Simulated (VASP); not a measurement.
Method: RPBE GGA, VASP's PBE PAW potentials (set 64) (plane waves; VASP 6.6.1).

VASP input:

### KPOINTS
```
Automatic
0
Gamma
  9 9 9
```

POSCAR:
```
CaO
1
    0.0000000000     2.4725041812     2.4725041812
    2.4725041812     0.0000000000     2.4725041812
    2.4725041812     2.4725041812     0.0000000000
Ca O
1 1
Direct
  0.0000000000   0.0000000000   0.0000000000
  0.5000000000   0.5000000000   0.5000000000
```

### INCAR
```
! general
SYSTEM = CaO
PREC   = Accurate
ENCUT  = 520
LREAL  = F
LASPH  = T

! electronic loop
EDIFF  = 1E-7
NELM   = 100
ALGO   = Normal

! smearing
ISMEAR = 0
SIGMA  = 0.05

! functional
GGA    = RP

! ions
ISIF   = 2

! output
LWAVE  = F
LCHARG = F
```

POTCAR, in this order: Ca_sv O (PBE.64 set). Program: vasp_std.

Question: What does the run give for the energy per atom (σ→0), pressure?

Answer: 
```json
{
  "energy per atom (σ→0)": "-6046 meV/atom",
  "pressure": "-2.59 GPa"
}
```

**OSZICAR**
```
...
DAV:   8    -0.120918330762E+02   -0.20523E-01   -0.99473E-02   896   0.353E+00    0.493E-01
DAV:   9    -0.120903941696E+02    0.14389E-02   -0.34833E-02  1052   0.146E+00    0.155E-01
DAV:  10    -0.120913621067E+02   -0.96794E-03   -0.33967E-03   936   0.562E-01    0.276E-02
DAV:  11    -0.120914530896E+02   -0.90983E-04   -0.55461E-04  1144   0.188E-01    0.351E-02
DAV:  12    -0.120914370337E+02    0.16056E-04   -0.97784E-05   932   0.103E-01    0.625E-03
DAV:  13    -0.120914365357E+02    0.49806E-06   -0.57195E-06  1072   0.256E-02    0.149E-03
DAV:  14    -0.120914365294E+02    0.62914E-08   -0.76839E-07   972   0.887E-03
   1 F= -.12091437E+02 E0= -.12091437E+02  d E =-.386205E-12
```

The compound is CaO in the rock salt structure. This cell is one point of a volume scan, at 1.03 of the reference volume.
